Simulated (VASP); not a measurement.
Method: SCAN meta-GGA, VASP's PBE PAW potentials (set 64) (plane waves; VASP).

Input for VASP

INCAR:
```
SYSTEM  =  AuZn
PREC  =  Accurate; ENCUT  =  520; LREAL  =  F
LASPH  =  T
EDIFF  =  1E-6; NELM  =  100; ALGO  =  Normal
LMAXMIX  =  6; LMIXTAU  =  T
ISMEAR  =  1; SIGMA  =  0.1
METAGGA  =  SCAN
IBRION  =  2; NSW  =  60; ISIF  =  3
EDIFFG  =  -0.01
LWAVE  =  F; LCHARG  =  F
```

**KPOINTS**
```
Automatic mesh
0
Gamma
11 11 11
0 0 0
```

**POSCAR**
```
AuZn
1.0
  3.1233048498   0.0000000000   0.0000000000
  0.0000000000   3.1233048498   0.0000000000
  0.0000000000   0.0000000000   3.1233048498
Zn Au
1 1
Cart
  1.5616524249   1.5616524249   1.5616524249
  0.0000000000   0.0000000000   0.0000000000
```

POTCAR, in this order: Zn Au (PBE.64 set). Program: vasp_std.

Unless said otherwise, spin-orbit coupling is left out, though it shifts the bands of the heavy elements here.

Task: What does the run give for the energy per atom (σ→0), volume per atom, band gap (on the k-mesh)?

Result: 
energy per atom (σ→0): -41.607 eV/atom
band gap (on the k-mesh): none (metal, semimetal or under 0.01 eV)
volume per atom: 15.25 Å³/atom

OSZICAR:
```
...
DAV:   1    -0.832148089677E+02   -0.10069E-02   -0.15240E-02  1701   0.243E+00    0.210E-01
DAV:   2    -0.832138863762E+02    0.92259E-03   -0.30711E-03  2009   0.139E+00    0.704E-02
DAV:   3    -0.832138516514E+02    0.34725E-04   -0.11389E-04  1680   0.111E-01    0.476E-02
DAV:   4    -0.832138382401E+02    0.13411E-04   -0.70577E-05  1986   0.153E-01    0.151E-02
DAV:   5    -0.832138434027E+02   -0.51626E-05   -0.52169E-05  1799   0.925E-02    0.372E-03
DAV:   6    -0.832138473620E+02   -0.39593E-05   -0.14971E-05  1806   0.495E-02    0.156E-03
DAV:   7    -0.832138469634E+02    0.39864E-06   -0.19287E-06  1505   0.205E-02
   3 F= -.83213847E+02 E0= -.83213610E+02  d E =-.183460E-04
```

The compound is AuZn in the CsCl type structure. This run relaxes it. Symmetry was kept, so distortions that lower it aren't found. The start is the result of an earlier pass. The electron count is odd and the run is not spin-polarised, which forces a metal.
